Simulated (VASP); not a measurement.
**A slab model of Mo(110)**

Wanted: what it costs to take an electron out of Mo(110), held as cut.

Main program and level: VASP 6.6.1; LDA; plane waves and PAW (Mo).

## 1. The structure

The cell holds 7 atoms: 7 Mo. Cell: a = 2.728 Å, b = 2.728 Å, c = 31.364 Å, α = 90.0°, β = 90.0°, γ = 70.5°. Vacuum lies along c.

As a file:

```cif
data_structure
_symmetry_space_group_name_H-M 'P 1'
_symmetry_Int_Tables_number 1
_cell_length_a 2.7280
_cell_length_b 2.7280
_cell_length_c 31.3643
_cell_angle_alpha 90.000
_cell_angle_beta 90.000
_cell_angle_gamma 70.529
_cell_volume 220.06
loop_
_atom_site_label
_atom_site_type_symbol
_atom_site_fract_x
_atom_site_fract_y
_atom_site_fract_z
_atom_site_occupancy
Mo1 Mo 0.00000 0.00000 0.28695 1
Mo2 Mo 0.50000 0.50000 0.35797 1
Mo3 Mo 0.00000 0.00000 0.42898 1
Mo4 Mo 0.50000 0.50000 0.50000 1
Mo5 Mo 0.00000 0.00000 0.57102 1
Mo6 Mo 0.50000 0.50000 0.64203 1
Mo7 Mo 0.00000 0.00000 0.71305 1
```

## 2. Vacuum level and density of states

A static run writes the electrostatic potential without exchange and correlation (LVHAR), which is flat in the vacuum and gives the level to count from. The dipole correction cancels the field that unlike faces would set up across the vacuum.

File INCAR:

```
SYSTEM = Mo
PREC = Normal
ENCUT = 300
EDIFF = 1E-06
NELM = 120
ISMEAR = -1
SIGMA = 0.1
LREAL = .FALSE.
ALGO = Fast
GGA = CA
NBANDS = 39
LASPH = .TRUE.
LORBIT = 11
LWAVE = .FALSE.
LCHARG = .TRUE.
IDIPOL = 3
LDIPOL = .TRUE.
DIPOL = 0.5 0.5 0.5
LVHAR = .TRUE.
LVACPOTAV = .TRUE.
LELF = .TRUE.
NEDOS = 1500
```

File POSCAR:

```
Mo
1.0
    2.2273863607     -1.5750000000      0.0000000000
    2.2273863607      1.5750000000      0.0000000000
    0.0000000000      0.0000000000     31.3643181644
Mo
7
Direct
    0.0000000000      0.0000000000      0.2869502838
    0.5000000000      0.5000000000      0.3579668559
    0.0000000000      0.0000000000      0.4289834279
    0.5000000000      0.5000000000      0.5000000000
    0.0000000000      0.0000000000      0.5710165721
    0.5000000000      0.5000000000      0.6420331441
    0.0000000000      0.0000000000      0.7130497162
```

File KPOINTS:

```
Automatic mesh
0
Gamma
16 16 1
0 0 0
```

File KPOINTS_OPT:

```
Line mode
14
Line-mode
Reciprocal
  0.00000000   0.00000000   0.00000000 GAMMA
  0.37500000  -0.37500000   0.00000000 X

  0.37500000  -0.37500000   0.00000000 X
  0.62500000   0.37500000   0.00000000 A1

  0.62500000   0.37500000   0.00000000 A1
  0.50000000   0.50000000   0.00000000 Y

  0.50000000   0.50000000   0.00000000 Y
  0.00000000   0.00000000   0.00000000 GAMMA
```

PAW data sets: Mo (LDA family, release 64).

Started as:

```
> mpirun -np 2 vasp_std
```

Log:

```text
[banner, memory and clock lines left out]
running    2 mpi-ranks, on    1 nodes
 distrk:  each k-point on    2 cores,    1 groups
 distr:  one band on    1 cores,    2 groups

 POSCAR found type information on POSCAR Mo
 POSCAR found :  1 types and       7 ions
 LDA part: xc-table for (Slater(with rela. corr.)+CA(PZ))
 , standard interpolation
|                                                                             |
|           W    W    AA    RRRRR   N    N  II  N    N   GGGG   !!!           |
|           W    W   A  A   R    R  NN   N  II  NN   N  G    G  !!!           |
|           W    W  A    A  R    R  N N  N  II  N N  N  G       !!!           |
|           W WW W  AAAAAA  RRRRR   N  N N  II  N  N N  G  GGG   !            |
|           WW  WW  A    A  R   R   N   NN  II  N   NN  G    G                |
|           W    W  A    A  R    R  N    N  II  N    N   GGGG   !!!           |
|                                                                             |
|     The number of bands has been changed from the values supplied in        |
|     The orbitals not found in the WAVECAR file will be initialized with     |
|     random numbers, which is usually adequate. For correlated               |
|     calculations, however, you should redo the groundstate calculation.     |
|     I found NBANDS = 39. Now, NBANDS = 40.                                  |
|                                                                             |

 POSCAR, INCAR and KPOINTS ok, starting setup
 FFT: planning ... GRIDC
 FFT: planning ... GRID_SOFT
 FFT: planning ... GRID
 WAVECAR not read
 entering main loop
       N       E                     dE             d eps       ncg     rms          rms(c)
DAV:   1     0.105494641037E+03    0.10549E+03   -0.12411E+04  5888   0.556E+02
DAV:   2    -0.776143426986E+02   -0.18311E+03   -0.16537E+03  7560   0.156E+02
DAV:   3    -0.882473775969E+02   -0.10633E+02   -0.98505E+01  7568   0.342E+01
DAV:   4    -0.885601374738E+02   -0.31276E+00   -0.30853E+00  6984   0.615E+00
DAV:   5    -0.885688859820E+02   -0.87485E-02   -0.87270E-02  7920   0.927E-01    0.369E+01
RMM:   6    -0.981673823255E+02   -0.95985E+01   -0.14679E+01  6845   0.112E+01    0.241E+01
RMM:   7    -0.194435436475E+03   -0.96268E+02   -0.49363E+01  9248   0.159E+01    0.536E+01
RMM:   8    -0.113423525648E+03    0.81012E+02   -0.26458E+01  7554   0.129E+01    0.262E+01
RMM:   9    -0.851879369951E+02    0.28236E+02   -0.12166E+01  6663   0.976E+00    0.968E+00
RMM:  10    -0.829491545331E+02    0.22388E+01   -0.19508E+00  6290   0.455E+00    0.564E+00
RMM:  11    -0.829082028270E+02    0.40952E-01   -0.37376E-01  7200   0.172E+00    0.530E+00
RMM:  12    -0.828469635317E+02    0.61239E-01   -0.75211E-02  7393   0.782E-01    0.492E+00
RMM:  13    -0.826429081741E+02    0.20406E+00   -0.11857E-01  6646   0.111E+00    0.362E+00
RMM:  14    -0.825113954470E+02    0.13151E+00   -0.96592E-02  6339   0.102E+00    0.253E+00
RMM:  15    -0.824170513249E+02    0.94344E-01   -0.13680E-01  6793   0.118E+00    0.109E+00
RMM:  16    -0.824041792012E+02    0.12872E-01   -0.48305E-02  6553   0.692E-01    0.284E-01
RMM:  17    -0.824050044916E+02   -0.82529E-03   -0.70846E-03  7694   0.254E-01    0.234E-01
RMM:  18    -0.824050941297E+02   -0.89638E-04   -0.13207E-03  7436   0.106E-01    0.212E-01
RMM:  19    -0.824046583121E+02    0.43582E-03   -0.23445E-03  6616   0.174E-01    0.111E-01
RMM:  20    -0.824046661875E+02   -0.78755E-05   -0.17568E-04  7065   0.541E-02    0.768E-02
RMM:  21    -0.824046952219E+02   -0.29034E-04   -0.42784E-05  7137   0.221E-02    0.415E-02
RMM:  22    -0.824048332272E+02   -0.13801E-03   -0.45433E-05  7261   0.164E-02    0.151E-02
RMM:  23    -0.824048537436E+02   -0.20516E-04   -0.79239E-06  6887   0.717E-03    0.153E-02
RMM:  24    -0.824048896306E+02   -0.35887E-04   -0.80350E-06  5644   0.474E-03    0.101E-02
RMM:  25    -0.824048944420E+02   -0.48113E-05   -0.23325E-06  4841   0.480E-03    0.368E-03
RMM:  26    -0.824048957489E+02   -0.13070E-05   -0.46296E-07  3596   0.235E-03    0.192E-03
RMM:  27    -0.824048971493E+02   -0.14004E-05   -0.27498E-07  3528   0.124E-03    0.637E-04
RMM:  28    -0.824048989460E+02   -0.17966E-05   -0.95068E-08  2373   0.837E-04    0.984E-04
RMM:  29    -0.824048999289E+02   -0.98296E-06   -0.36155E-08  1603   0.729E-04
|                                                                             |
|           W    W    AA    RRRRR   N    N  II  N    N   GGGG   !!!           |
|           W    W   A  A   R    R  NN   N  II  NN   N  G    G  !!!           |
|           W    W  A    A  R    R  N N  N  II  N N  N  G       !!!           |
|           W WW W  AAAAAA  RRRRR   N  N N  II  N  N N  G  GGG   !            |
|           WW  WW  A    A  R   R   N   NN  II  N   NN  G    G                |
|           W    W  A    A  R    R  N    N  II  N    N   GGGG   !!!           |
|                                                                             |
|     Did not find any points to average over, which means that no vacuum     |
|     field-free region was found. Please increase the size of  your cell     |
|     in the dimension of the dipole correction to obtain accurate            |
|     workfunction values.                                                    |
|                                                                             |

   1 F= -.82404900E+02 E0= -.82315187E+02  d E =-.179426E+00
 Start KPOINTS_OPT (optional k-point list driver)
k-point batch [1-56\56]
       N       E                     dE             ncg
DAV:   1     0.665870225242E+04   -0.53740E+05     4552
DAV:   2    -0.338719467869E+04   -0.10046E+05     5840
DAV:   3    -0.397625334480E+04   -0.58906E+03     5856
DAV:   4    -0.399198735956E+04   -0.15734E+02     5552
DAV:   5    -0.399241973911E+04   -0.43238E+00     5952
DAV:   6    -0.399242940692E+04   -0.96678E-02     5856
DAV:   7    -0.399242963442E+04   -0.22750E-03     5808
DAV:   8    -0.399242964133E+04   -0.69046E-05     4368
DAV:   9    -0.399242964172E+04   -0.39387E-06     3616
```

Run time: 83 s. Hardware: 2 MPI ranks of Intel Xeon 6975P-C (Granite Rapids), shared host; peak memory 0.56 GiB; 2.8 min of CPU time.

The logs omit lines about the potential files and the build; timing stands in the text.

Parts of OUTCAR (step 2):

```text
ion  position               nearest neighbor table
   1  0.000  0.000  0.287-   2 2.73   2 2.73   2 3.15   2 3.15
   2  0.500  0.500  0.358-   3 2.73   3 2.73   1 2.73   1 2.73   3 3.15   3 3.15   1 3.15   1 3.15

  LATTYP: Found a base centered orthorhombic cell.
 ALAT       =     3.1500000000
 B/A-ratio  =     1.4142135623
 C/A-ratio  =     9.9569264014

 Subroutine GETGRP returns: Found  8 space group operations
 (whereof  8 operations were pure point group operations)

The static configuration has the point symmetry D_2h.

 Found     73 irreducible k-points:

   k-points           NKPTS =     73   k-points in BZ     NKDIM =     73   number of bands    NBANDS=     40

   dimension x,y,z NGX =    12 NGY =   12 NGZ =  140
   dimension x,y,z NGXF=    24 NGYF=   24 NGZF=  280

   ENCUT  =  300.0 eV  22.05 Ry    4.70 a.u.   3.85  3.85 44.29*2*pi/ulx,y,z

   NELECT =      42.0000    total number of electrons

 k-points in reciprocal lattice and weights: Automatic mesh
   0.00000000  0.00000000  0.00000000       0.004
   0.06250000  0.00000000  0.00000000       0.016
   0.12500000  0.00000000  0.00000000       0.016
   0.18750000  0.00000000  0.00000000       0.016
   0.25000000  0.00000000  0.00000000       0.016
   0.31250000  0.00000000  0.00000000       0.016
   0.37500000  0.00000000  0.00000000       0.016
   0.43750000  0.00000000  0.00000000       0.016
   0.50000000  0.00000000  0.00000000       0.008
[...]
-0.43750000  0.43750000  0.00000000       0.008
   0.50000000  0.50000000  0.00000000       0.004

 dipolmoment           0.000000      0.000000     -0.000000 electrons x Angstroem

 average (electrostatic) potential at core
       1 -42.6816       2 -42.8645       3 -42.7952       4 -42.8097       5 -42.7952
       6 -42.8645       7 -42.6816

 E-fermi :   0.9339

 k-point     1 :       0.0000    0.0000    0.0000
  band No.  band energies     occupation
    ...
     18      -0.4622      2.00000
     19      -0.2801      1.99999
     20      -0.1191      1.99995
     21       0.2575      1.99769
     22       0.7695      1.67603
     23       1.1208      0.26711
     24       1.6358      0.00179
     25       2.0082      0.00004
     26       2.0529      0.00003
     27       2.1902      0.00001
    ...

 k-point     2 :       0.0625    0.0000    0.0000
  band No.  band energies     occupation
    ...
     18      -0.3962      2.00000
     19      -0.2853      1.99999
     20      -0.1679      1.99997
     21       0.4051      1.98994
     22       0.5380      1.96252
     23       1.2826      0.05935
     24       1.3222      0.04035
     25       1.7878      0.00039
     26       1.9034      0.00012
     27       1.9652      0.00007
    ...

 k-point     3 :       0.1250    0.0000    0.0000
  band No.  band energies     occupation
    ...
     20      -0.0372      1.99988
     21       0.2248      1.99834
     22       0.5768      1.94527
     23       0.9132      1.10295
     24       0.9853      0.74850
     25       1.6760      0.00120
     26       1.7703      0.00047
     27       1.8253      0.00027
     28       2.0203      0.00004
     29       2.0758      0.00002
    ...

  Total      -13.4238310    -12.6376571    -10.1460701      0.0000000      0.0000000      0.0000000
  in kB      -97.7338704    -92.0100336    -73.8697248      0.0000000      0.0000000      0.0000000
  external PRESSURE =     -87.8712096 kB  Pullay stress =       0.0000000 kB

  energy-cutoff  :      300.00
  volume of cell :      220.06
      direct lattice vectors                 reciprocal lattice vectors
     2.227386361 -1.575000000  0.000000000     0.224478343 -0.317460317  0.000000000
     2.227386361  1.575000000  0.000000000     0.224478343  0.317460317  0.000000000
     0.000000000  0.000000000 31.364318164     0.000000000  0.000000000  0.031883365

 POSITION                                       TOTAL-FORCE (eV/Angst)
 -----------------------------------------------------------------------------------
      0.00000      0.00000      9.00000        -0.000000      0.000000      1.158975
      2.22739      0.00000     11.22739         0.000000      0.000000     -0.628626
      0.00000      0.00000     13.45477         0.000000      0.000000     -0.015678
      2.22739      0.00000     15.68216         0.000000      0.000000      0.000000
      0.00000      0.00000     17.90955         0.000000      0.000000      0.015678
      2.22739      0.00000     20.13693         0.000000      0.000000      0.628626
      0.00000      0.00000     22.36432        -0.000000      0.000000     -1.158975
 -----------------------------------------------------------------------------------
    total drift:                                0.000000      0.000000     -0.000000

  FREE ENERGIE OF THE ION-ELECTRON SYSTEM (eV)
  ---------------------------------------------------
  free  energy   TOTEN  =       -82.4048999289 eV

  energy  without entropy=      -82.2254739913  energy(sigma->0) =      -82.31518696

 vacuum level on the upper side and lower side of the slab         5.915         5.915

 total charge
# of ion       s       p       d       tot
------------------------------------------
    1        0.501   0.392   4.272   5.165
    2        0.521   0.549   4.337   5.407
    3        0.522   0.555   4.341   5.418
    4        0.524   0.561   4.330   5.414
    5        0.522   0.555   4.341   5.418
    6        0.521   0.549   4.337   5.407
    7        0.501   0.392   4.272   5.165
--------------------------------------------------
tot          3.612   3.554  30.229  37.394

[... 3 further parts left out ...]
```

The data set Mo keeps the semicore shell frozen, which is cheaper and a little less accurate.

This step gave:

| Property | Result |
| --- | --- |
| electronic cycles | 29 |
| electrons | 42 |
| free energy (TOTEN) | -82.4049 eV |
| energy at zero smearing | -82.3152 eV |
| Fermi energy | 0.9339 eV |
| labelled metallic, from the levels on this mesh | yes |
| DOS at the Fermi level | 5.354 states/eV/cell |
| dipole moment | 0, 0, 0 e·Å |
| vacuum levels | 5.915, 5.915 eV |
| work functions of the upper and lower face | 4.981, 4.981 eV |

Electronic bands along the path, in eV, zero at the Fermi level; # counts the bands kept:

| point | #17 | #18 | #19 | #20 | #21 | #22 | #23 | #24 |
| --- | --- | --- | --- | --- | --- | --- | --- | --- |
| Γ | -1.42 | -1.40 | -1.21 | -1.05 | -0.68 | -0.16 | 0.19 | 0.70 |
| 0.54 of the way | -1.87 | -1.64 | -1.47 | -1.26 | -1.26 | -0.89 | -0.15 | 0.23 |
| X | -1.21 | -1.14 | -0.28 | 0.24 | 0.31 | 0.75 | 1.68 | 1.75 |
| 0.46 of the way | -0.75 | -0.05 | 0.34 | 1.16 | 1.17 | 1.37 | 1.42 | 1.52 |
| A1 | -1.21 | -1.14 | -0.28 | 0.24 | 0.31 | 0.75 | 1.68 | 1.75 |
| 0.46 of the way | -0.65 | -0.35 | 0.58 | 0.85 | 1.18 | 1.27 | 1.35 | 1.36 |
| Y | -0.50 | 0.39 | 0.48 | 0.86 | 0.91 | 1.09 | 1.30 | 1.46 |
| 0.54 of the way | -1.04 | -0.96 | -0.89 | -0.81 | -0.79 | -0.63 | -0.54 | -0.09 |
| Γ | -1.42 | -1.40 | -1.21 | -1.05 | -0.68 | -0.16 | 0.19 | 0.70 |

The density of states has structure finer than the step of the table below, so its rows give means over 1 eV, whole bins alone (the curve runs from -8.01 to 7.91 eV). Peaks (eV: height): total -3.9: 9.44, -2.8: 11.8, -1.7: 11.2, 2.2: 13.0; Mo s -4.7: 1.53, -1.7: 0.366; Mo p -3.8: 0.689, -2.8: 0.777, -1.7: 1.25; Mo d -2.8: 9.93, -1.7: 8.55, 2.2: 12.0.

Means over bins of 0.059 eV. The density of states by energy, zero at the Fermi level; means over each step; values in states/eV/cell:

| energy (eV) | total | Mo s | Mo p | Mo d |
| --- | --- | --- | --- | --- |
| -7 | 0.135 | 0.101 | 0.00450 | 5.1e-4 |
| -6 | 0.595 | 0.387 | 0.0457 | 0.0397 |
| -5 | 4.46 | 1.14 | 0.252 | 2.46 |
| -4 | 8.58 | 1.19 | 0.598 | 5.76 |
| -3 | 9.89 | 0.212 | 0.642 | 8.29 |
| -2 | 9.26 | 0.260 | 0.879 | 7.30 |
| -1 | 6.47 | 0.241 | 0.829 | 4.53 |
| 0 | 5.91 | 0.150 | 0.582 | 4.38 |
| 1 | 9.46 | 0.125 | 0.457 | 8.07 |
| 2 | 11.9 | 0.122 | 0.312 | 10.9 |
| 3 | 6.44 | 0.182 | 0.379 | 5.45 |
| 4 | 2.98 | 0.123 | 0.293 | 2.27 |
| 5 | 1.56 | 0.0948 | 0.291 | 0.947 |
| 6 | 1.15 | 0.0733 | 0.299 | 0.570 |
| 7 | 0.667 | 0.0430 | 0.208 | 0.268 |

The planar average of the electrostatic potential oscillates, so the rows of the table below give means over windows of 2.24 Å about each position, cut where the curve ends. Its maxima inside the range that stand out by 2 % of the span (Å: eV): 10.1: -1.81, 12.3: -1.96, 14.6: -1.89, 16.8: -1.89, 19.0: -1.96, 21.3: -1.81. Its minima: 9.0: -10.7, 11.2: -11.2, 13.4: -11.1, 15.7: -11.1, 17.9: -11.1, 20.2: -11.2, 22.4: -10.7.

Zero at the Fermi level. The planar average of the electrostatic potential by height; means over each step:

| height (Å) | planar average of the electrostatic potential (eV) |
| --- | --- |
| 1.12 | 4.98 |
| 3.36 | 4.98 |
| 5.60 | 4.93 |
| 7.84 | -1.08 |
| 10.08 | -6.69 |
| 12.32 | -6.86 |
| 14.56 | -6.80 |
| 16.80 | -6.80 |
| 19.04 | -6.86 |
| 21.28 | -6.69 |
| 23.52 | -1.11 |
| 25.76 | 4.93 |
| 28.00 | 4.98 |
| 30.24 | 4.98 |

Density of states in the PAW spheres, an atom over height of the layer and energy from the Fermi level.

Ten even steps from '0' (0.00 states/eV) to '9' (1.53 states/eV), each cell a mean:
```
7555557
6333336
6332336
6332336
8444448
9789879
7788877
7766677
9988899
6999996
5766675
6867686
4877784
2666662
1344431
0111110
0000000
0000000
0000000
0000000
0000000
0000000
```
Columns: height of the layer (Å) from 9 to 22.4; rows upwards: energy from the Fermi level (eV) from -7.9 to 0.5.

Force by atom:

| atom | x (eV/Å) | y (eV/Å) | z (eV/Å) | size |
| --- | --- | --- | --- | --- |
| Mo1 | 0.00 | 0.00 | 1.16 | 1.16 |
| Mo2 | 0.00 | 0.00 | -0.63 | 0.63 |
| Mo3 | 0.00 | 0.00 | -0.02 | 0.02 |
| Mo4 | 0.00 | 0.00 | 0.00 | 0.00 |
| Mo5 | 0.00 | 0.00 | 0.02 | 0.02 |
| Mo6 | 0.00 | 0.00 | 0.63 | 0.63 |
| Mo7 | 0.00 | 0.00 | -1.16 | 1.16 |

Electrostatic potential energy in the ca plane at fractional y = 0.000, with atoms of Mo within 0.2 Å of it. With pseudopotentials it is smooth inside the atoms' cores, unlike the true potential.

Values in eV, 5 rows by 16 columns, each cell a mean:
```
  1 -11 -24  -5   1  -2 -22 -16   1   1 -13 -23  -4   5   6   6
 -1  -3 -11   0  -1   1  -9  -5   0   0  -4 -10   1   5   6   6
 -1   1  -4   1  -2   1  -3  -1   0  -1   0  -3   3   6   6   6
  0  -6 -16  -2   0   0 -15  -9   0   0  -7 -15   0   5   6   6
  1 -13 -26  -6   1  -2 -24 -18   1   1 -15 -25  -5   5   6   6
```
Columns run along c (16.0 Å, from fractional 0.36 to 0.87 of the cell; values clipped at the 3rd and 97th percentile), rows up along a (2.7 Å). Atoms in or near the plane, at fractional coordinates: Mo at (0.43, 0.00), Mo at (0.57, 0.00), Mo at (0.71, 0.00).

ELF in the ca plane at fractional y = 0.000, with atoms of Mo within 0.2 Å of it. It is the smooth field of the valence electrons, not physical close to the nuclei.

Ten even steps from '0' (0.00) to '9' (0.50), each cell a mean:
```
78852000258878852000258878973000111110000000
67853111368767863111358767874211222211000700
77985555689777886555589777886566655431108000
78998777899777998777899877898678887632104000
77986666699777897666689877886567666431000000
67864333478767874333468767885333333221000000
78852000258877862000258877973000111110003000
89852000258888852000158988973000011110000000
```
Columns run along c (16.0 Å, from fractional 0.36 to 0.87 of the cell), rows up along a (2.7 Å). Atoms in or near the plane, at fractional coordinates: Mo at (0.43, 0.00), Mo at (0.57, 0.00), Mo at (0.71, 0.00).

Valence density in the ca plane at fractional y = 0.000, with atoms of Mo within 0.2 Å of it. It is the smooth field of the valence electrons, not physical close to the nuclei.

Ten even steps from '0' (0.0 e/Å³) to '9' (1.2 e/Å³), each cell a mean:
```
22224787532222224687532222223588630000000000
22223565322222223566422222223466420000000000
22222343222222222343222222222344310000000000
22222222222222222222222222222222210000000000
22222333222222222233222222222233210000000000
22223454322222222455322222222355310000000000
22224676422222223577532222223577520000000000
12235898532222224798632212224689731000000000
```
Columns run along c (16.0 Å, from fractional 0.36 to 0.87 of the cell), rows up along a (2.7 Å). Atoms in or near the plane, at fractional coordinates: Mo at (0.43, 0.00), Mo at (0.57, 0.00), Mo at (0.71, 0.00).

Only the dipole across the slab is computed (IDIPOL = 3); zeros along the plane are no results.

The density of states holds every band computed, so its fall toward the upper end of the range is no gap.

The map of layer states is cut here 0.5 eV above the Fermi level, so it leaves out the states above that.

The vacuum level lies 4.98 eV above the Fermi level at the upper face; both faces agree, as the slab has next to no dipole.

The program found no field-free point at its default tolerance, but its printed level agrees with the flat part of the planar average.

On this mesh the fine structure of the density of states is sampling noise, and high empty states may be cut by the number of bands.

## 3. Putting the energies together

This step: slab, LDA; plane waves and PAW (VASP 6.6.1).

Derived from the runs above.

## 4. Outcome

| Item | Value |
| --- | --- |
| work function of the slab | 4.98 eV |

**Reading.** The work function is 4.98 eV at both faces. No atom was relaxed. The cell in the plane was kept as given and was not relaxed here.

[Lines on the potential files, build, host, timing and source positions are cut from VASP's logs without a mark.]

[Logs are printed without paths, hosts, clocks, repeated set-up lines and the standing remarks that a program may print on its own settings, such as how far it seeks lower states.]

[Hosts, paths, dates, database ids (printed as entryN), source tags and the programs' standing remarks are cut or masked in the printed files.]

[In band tables of VASP the shares of atoms and orbitals are scaled to a sum of 1 inside the atoms' spheres.]

[Runs that stopped without an error message from VASP are left out.]
